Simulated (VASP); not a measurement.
# GW on SiO2 (Stishovite), part 2 of 4

Wanted: how far GW moves the Kohn-Sham levels of SiO2 (Stishovite). The cell is of the rutile type, one of the forms listed for this formula. The start is a cell from a database of measured crystal structures.

VASP 6.6.1, plane waves and PAW; the level of theory is named at each step.

So far. Step 2 (Ground state): The cell has a gap of 5.61 eV on mesh and path and a pressure of +6.1 GPa, which holds the misfit of the given cell and coordinates with this functional, and any error of cutoff, mesh and data sets. Forces of up to 0.100 eV/Å remain in these settings. Step 3 (Empty bands, functional PBE): WAVECAR now holds 304 bands for 32 electrons.

## Step 4: evGW0

This step: evGW0 on PBE; plane waves and PAW (Si_GW, O_GW) (VASP 6.6.1).

The lowest NBANDSGW levels in G are updated for four passes while W stays fixed, so the result depends less on the starting levels.

File INCAR:

```
SYSTEM = SiO2
PREC = Accurate
ENCUT = 440
ISMEAR = 0
SIGMA = 0.01
LREAL = .FALSE.
GGA = PE
NBANDS = 304
ALGO = EVGW0
NELMGW = 4
ENCUTGW = 200
NOMEGA = 48
PRECFOCK = Fast
NBANDSGW = 24
LWAVE = .FALSE.
LCHARG = .FALSE.
```

File POSCAR:

```
SiO2
1.0
    4.1773000000      0.0000000000      0.0000000000
    0.0000000000      4.1773000000      0.0000000000
    0.0000000000      0.0000000000      2.6652000000
Si O
2 4
Direct
    0.0000000000      0.0000000000      0.0000000000
    0.5000000000      0.5000000000      0.5000000000
    0.3059000000      0.3059000000      0.0000000000
    0.1941000000      0.8059000000      0.5000000000
    0.6941000000      0.6941000000      0.0000000000
    0.8059000000      0.1941000000      0.5000000000
```

File KPOINTS:

```
Automatic mesh
0
Gamma
4 4 6
0 0 0
```

PAW data sets: Si_GW and O_GW (PBE family, release 64).

On the command line:

```sh
$ mpirun -np 8 vasp_std
```

Log:

```text
[banner, memory and clock lines left out]
running    8 mpi-ranks, on    1 nodes
 distrk:  each k-point on    8 cores,    1 groups
 distr:  one band on    1 cores,    8 groups

 POSCAR found type information on POSCAR SiO
 POSCAR found :  2 types and       6 ions
 [... a notice as in an earlier step ...]

|                                                                             |
|           W    W    AA    RRRRR   N    N  II  N    N   GGGG   !!!           |
|           W    W   A  A   R    R  NN   N  II  NN   N  G    G  !!!           |
|           W    W  A    A  R    R  N N  N  II  N N  N  G       !!!           |
|           W WW W  AAAAAA  RRRRR   N  N N  II  N  N N  G  GGG   !            |
|           WW  WW  A    A  R   R   N   NN  II  N   NN  G    G                |
|           W    W  A    A  R    R  N    N  II  N    N   GGGG   !!!           |
|                                                                             |
|     The default for ENCUTGWSOFT is different in this version of VASP.       |
|     please manually set ENCUTGWSOFT =200 in the INCAR file.                 |
|                                                                             |

 LDA part: xc-table for (Slater+PW92), standard interpolation
 found WAVECAR, reading the header
 POSCAR, INCAR and KPOINTS ok, starting setup
 FFT: planning ... GRIDC
 FFT: planning ... GRID_SOFT
 FFT: planning ... GRID
 reading WAVECAR
 the WAVECAR file was read successfully
 initial charge from wavefunction
 available memory per node:     74.07 GB, setting MAXMEM to     75846

 The Fermi energy was updated, please check that it is located mid-gap
 values below the HOMO (VB) or above the LUMO (CB) will cause erroneous energies
 E-fermi :  10.7764

 calculate exact exchange contribution
 the WAVEDER file was read successfully
energies w=
    0.000    0.000    0.983    0.000    1.962    0.000    2.933    0.000
    3.893    0.000    4.839    0.000    5.770    0.000    6.684    0.000
    7.582    0.000    8.462    0.000    9.327    0.000   10.178    0.000
   11.016    0.000   11.845    0.000   12.666    0.000   13.483    0.000
   14.298    0.000   15.115    0.000   15.937    0.000   16.768    0.000
   17.613    0.000   18.475    0.000   19.361    0.000   20.275    0.000
   21.224    0.000   22.215    0.000   23.256    0.000   24.359    0.000
   25.533    0.000   26.794    0.000   28.157    0.000   29.643    0.000
   31.279    0.000   33.096    0.000   35.135    0.000   37.450    0.000
   40.110    0.000   43.210    0.000   46.880    0.000   51.304    0.000
   56.751    0.000   63.632    0.000   72.601    0.000   84.776    0.000
  102.223    0.000  129.251    0.000  176.575    0.000  280.273    0.000
 responsefunction array rank=     312
 LDA part: xc-table for (Slater+PW92), standard interpolation

 min. memory requirement per mpi rank    289.9 MB, per node   2319.6 MB

 allocating   6 responsefunctions rank=   312
 shmem allocating  48 responsefunctions rank=   312
 response function shared by NCSHMEM nodes    1
 Doing            6  frequencies on each core in blocks of           48
NQ=   1    0.0000    0.0000    0.0000,
|.........|.........|.........|.........|.........|.........|.........|.........
 performed       1234000 updates of chi_q(r,r)
 total number of BLAS operations        931.14 Gflops
NQ=   2    0.2500    0.0000    0.0000,
|.........|.........|.........|.........|.........|.........|.........|.........
 performed       3169000 updates of chi_q(r,r)
 total number of BLAS operations       2251.27 Gflops
NQ=   3    0.5000    0.0000    0.0000,
|.........|.........|.........|.........|.........|.........|.........|.........
 performed       4637000 updates of chi_q(r,r)
 total number of BLAS operations       3239.22 Gflops
NQ=   4    0.2500    0.2500    0.0000,
|.........|.........|.........|.........|.........|.........|.........|.........
 performed       6251000 updates of chi_q(r,r)
 total number of BLAS operations       4332.85 Gflops
NQ=   5    0.5000    0.2500    0.0000,
|.........|.........|.........|.........|.........|.........|.........|.........
 performed       8186000 updates of chi_q(r,r)
 total number of BLAS operations       5707.79 Gflops
NQ=   6    0.5000    0.5000    0.0000,
|.........|.........|.........|.........|.........|.........|.........|.........
 performed       9420000 updates of chi_q(r,r)
 total number of BLAS operations       6645.00 Gflops
NQ=   7    0.0000    0.0000    0.1667,
|.........|.........|.........|.........|.........|.........|.........|.........
 performed      10946000 updates of chi_q(r,r)
 total number of BLAS operations       7672.22 Gflops
NQ=   8    0.2500    0.0000    0.1667,
|.........|.........|.........|.........|.........|.........|.........|.........
 performed      13231000 updates of chi_q(r,r)
 total number of BLAS operations       9306.88 Gflops
NQ=   9    0.5000    0.0000    0.1667,
|.........|.........|.........|.........|.........|.........|.........|.........
 performed      15166000 updates of chi_q(r,r)
 total number of BLAS operations      10681.82 Gflops
NQ=  10    0.2500    0.2500    0.1667,
|.........|.........|.........|.........|.........|.........|.........|.........
 performed      17218000 updates of chi_q(r,r)
 total number of BLAS operations      12169.20 Gflops
NQ=  11    0.5000    0.2500    0.1667,
|.........|.........|.........|.........|.........|.........|.........|.........
 performed      19503000 updates of chi_q(r,r)
 total number of BLAS operations      13792.94 Gflops
NQ=  12    0.5000    0.5000    0.1667,
|.........|.........|.........|.........|.........|.........|.........|.........
 performed      21029000 updates of chi_q(r,r)
 total number of BLAS operations      14892.22 Gflops
NQ=  13    0.0000    0.0000    0.3333,
|.........|.........|.........|.........|.........|.........|.........|.........
 performed      22555000 updates of chi_q(r,r)
 total number of BLAS operations      15976.90 Gflops
NQ=  14    0.2500    0.0000    0.3333,
|.........|.........|.........|.........|.........|.........|.........|.........
 performed      24840000 updates of chi_q(r,r)
 total number of BLAS operations      17611.56 Gflops
NQ=  15    0.5000    0.0000    0.3333,
|.........|.........|.........|.........|.........|.........|.........|.........
 performed      26775000 updates of chi_q(r,r)
 total number of BLAS operations      19061.31 Gflops
NQ=  16    0.2500    0.2500    0.3333,
|.........|.........|.........|.........|.........|.........|.........|.........
 performed      28827000 updates of chi_q(r,r)
 total number of BLAS operations      20548.69 Gflops
NQ=  17    0.5000    0.2500    0.3333,
[...]
|.........|.........|.........|.........|.........|.........|.........|.........
 performed      24840000 updates of chi_q(r,r)
 total number of BLAS operations      17611.56 Gflops
NQ=  15    0.5000    0.0000    0.3333,
|.........|.........|.........|.........|.........|.........|.........|.........
 performed      26775000 updates of chi_q(r,r)
 total number of BLAS operations      19061.31 Gflops
NQ=  16    0.2500    0.2500    0.3333,
|.........|.........|.........|.........|.........|.........|.........|.........
 performed      28827000 updates of chi_q(r,r)
 total number of BLAS operations      20548.69 Gflops
NQ=  17    0.5000    0.2500    0.3333,
|.........|.........|.........|.........|.........|.........|.........|.........
 performed      31112000 updates of chi_q(r,r)
 total number of BLAS operations      22238.47 Gflops
NQ=  18    0.5000    0.5000    0.3333,
|.........|.........|.........|.........|.........|.........|.........|.........
 performed      32638000 updates of chi_q(r,r)
 total number of BLAS operations      23367.27 Gflops
NQ=  19    0.0000    0.0000    0.5000,
|.........|.........|.........|.........|.........|.........|.........|.........
 performed      33872000 updates of chi_q(r,r)
 total number of BLAS operations      24221.21 Gflops
NQ=  20    0.2500    0.0000    0.5000,
|.........|.........|.........|.........|.........|.........|.........|.........
 performed      35807000 updates of chi_q(r,r)
 total number of BLAS operations      25614.67 Gflops
NQ=  21    0.5000    0.0000    0.5000,
|.........|.........|.........|.........|.........|.........|.........|.........
 performed      37275000 updates of chi_q(r,r)
 total number of BLAS operations      26758.21 Gflops
NQ=  22    0.2500    0.2500    0.5000,
|.........|.........|.........|.........|.........|.........|.........|.........
 performed      38889000 updates of chi_q(r,r)
 total number of BLAS operations      27874.50 Gflops
NQ=  23    0.5000    0.2500    0.5000,
|.........|.........|.........|.........|.........|.........|.........|.........
 performed      40824000 updates of chi_q(r,r)
 total number of BLAS operations      29343.27 Gflops
NQ=  24    0.5000    0.5000    0.5000,
|.........|.........|.........|.........|.........|.........|.........|.........
 performed      42058000 updates of chi_q(r,r)
 total number of BLAS operations      30256.30 Gflops
 resolving degeneracies of screened two electron integrals

 calculate QP shifts <psi_nk| G(iteration)W_0 |psi_nk>: iteration 3
 allocating   6 responsefunctions rank=   312
 shmem allocating  48 responsefunctions rank=   312
 response function shared by NCSHMEM nodes    1
 Doing            6  frequencies on each core in blocks of           48
NQ=   1    0.0000    0.0000    0.0000,
|.........|.........|.........|.........|.........|.........|.........|.........
 performed       1234000 updates of chi_q(r,r)
 total number of BLAS operations        931.14 Gflops
NQ=   2    0.2500    0.0000    0.0000,
|.........|.........|.........|.........|.........|.........|.........|.........
 performed       3169000 updates of chi_q(r,r)
 total number of BLAS operations       2251.27 Gflops
NQ=   3    0.5000    0.0000    0.0000,
|.........|.........|.........|.........|.........|.........|.........|.........
 performed       4637000 updates of chi_q(r,r)
 total number of BLAS operations       3239.22 Gflops
NQ=   4    0.2500    0.2500    0.0000,
|.........|.........|.........|.........|.........|.........|.........|.........
 performed       6251000 updates of chi_q(r,r)
 total number of BLAS operations       4332.85 Gflops
NQ=   5    0.5000    0.2500    0.0000,
|.........|.........|.........|.........|.........|.........|.........|.........
 performed       8186000 updates of chi_q(r,r)
 total number of BLAS operations       5707.79 Gflops
NQ=   6    0.5000    0.5000    0.0000,
|.........|.........|.........|.........|.........|.........|.........|.........
 performed       9420000 updates of chi_q(r,r)
 total number of BLAS operations       6645.00 Gflops
NQ=   7    0.0000    0.0000    0.1667,
|.........|.........|.........|.........|.........|.........|.........|.........
 performed      10946000 updates of chi_q(r,r)
 total number of BLAS operations       7672.22 Gflops
NQ=   8    0.2500    0.0000    0.1667,
|.........|.........|.........|.........|.........|.........|.........|.........
 performed      13231000 updates of chi_q(r,r)
 total number of BLAS operations       9306.88 Gflops
NQ=   9    0.5000    0.0000    0.1667,
|.........|.........|.........|.........|.........|.........|.........|.........
 performed      15166000 updates of chi_q(r,r)
 total number of BLAS operations      10681.82 Gflops
NQ=  10    0.2500    0.2500    0.1667,
|.........|.........|.........|.........|.........|.........|.........|.........
 performed      17218000 updates of chi_q(r,r)
 total number of BLAS operations      12169.20 Gflops
NQ=  11    0.5000    0.2500    0.1667,
|.........|.........|.........|.........|.........|.........|.........|.........
 performed      19503000 updates of chi_q(r,r)
 total number of BLAS operations      13792.94 Gflops
NQ=  12    0.5000    0.5000    0.1667,
|.........|.........|.........|.........|.........|.........|.........|.........
 performed      21029000 updates of chi_q(r,r)
 total number of BLAS operations      14892.22 Gflops
NQ=  13    0.0000    0.0000    0.3333,
|.........|.........|.........|.........|.........|.........|.........|.........
 performed      22555000 updates of chi_q(r,r)
 total number of BLAS operations      15976.90 Gflops
NQ=  14    0.2500    0.0000    0.3333,
|.........|.........|.........|.........|.........|.........|.........|.........
 performed      24840000 updates of chi_q(r,r)
 total number of BLAS operations      17611.56 Gflops
NQ=  15    0.5000    0.0000    0.3333,
|.........|.........|.........|.........|.........|.........|.........|.........
 performed      26775000 updates of chi_q(r,r)
 total number of BLAS operations      19061.31 Gflops
NQ=  16    0.2500    0.2500    0.3333,
|.........|.........|.........|.........|.........|.........|.........|.........
 performed      28827000 updates of chi_q(r,r)
 total number of BLAS operations      20548.69 Gflops
NQ=  17    0.5000    0.2500    0.3333,
|.........|.........|.........|.........|.........|.........|.........|.........
 performed      31112000 updates of chi_q(r,r)
 total number of BLAS operations      22238.47 Gflops
NQ=  18    0.5000    0.5000    0.3333,
|.........|.........|.........|.........|.........|.........|.........|.........
 performed      32638000 updates of chi_q(r,r)
 total number of BLAS operations      23367.27 Gflops
NQ=  19    0.0000    0.0000    0.5000,
|.........|.........|.........|.........|.........|.........|.........|.........
 performed      33872000 updates of chi_q(r,r)
 total number of BLAS operations      24221.21 Gflops
NQ=  20    0.2500    0.0000    0.5000,
|.........|.........|.........|.........|.........|.........|.........|.........
 performed      35807000 updates of chi_q(r,r)
 total number of BLAS operations      25614.67 Gflops
NQ=  21    0.5000    0.0000    0.5000,
|.........|.........|.........|.........|.........|.........|.........|.........
 performed      37275000 updates of chi_q(r,r)
 total number of BLAS operations      26758.21 Gflops
NQ=  22    0.2500    0.2500    0.5000,
|.........|.........|.........|.........|.........|.........|.........|.........
 performed      38889000 updates of chi_q(r,r)
 total number of BLAS operations      27874.50 Gflops
NQ=  23    0.5000    0.2500    0.5000,
|.........|.........|.........|.........|.........|.........|.........|.........
 performed      40824000 updates of chi_q(r,r)
 total number of BLAS operations      29343.27 Gflops
NQ=  24    0.5000    0.5000    0.5000,
|.........|.........|.........|.........|.........|.........|.........|.........
 performed      42058000 updates of chi_q(r,r)
 total number of BLAS operations      30256.30 Gflops
 resolving degeneracies of screened two electron integrals

 calculate QP shifts <psi_nk| G(iteration)W_0 |psi_nk>: iteration 4
 entering main loop
```

The job ended after 15 min (8 MPI ranks of Intel Xeon 6975P-C (Granite Rapids), shared host; peak memory 2.7 GiB; 2 h of CPU time).

[end of part 2 of 4]

[Lines on the potential files, build, host, timing and source positions are cut from VASP's logs without a mark.]

[Logs are printed without paths, hosts, clocks, repeated set-up lines and the standing remarks that a program may print on its own settings, such as how far it seeks lower states.]

[Hosts, paths, dates, database ids (printed as entryN), source tags and the programs' standing remarks are cut or masked in the printed files.]

[Pressures printed for these runs are not shown converged in the cutoff: they can be off by several GPa and have the wrong sign.]
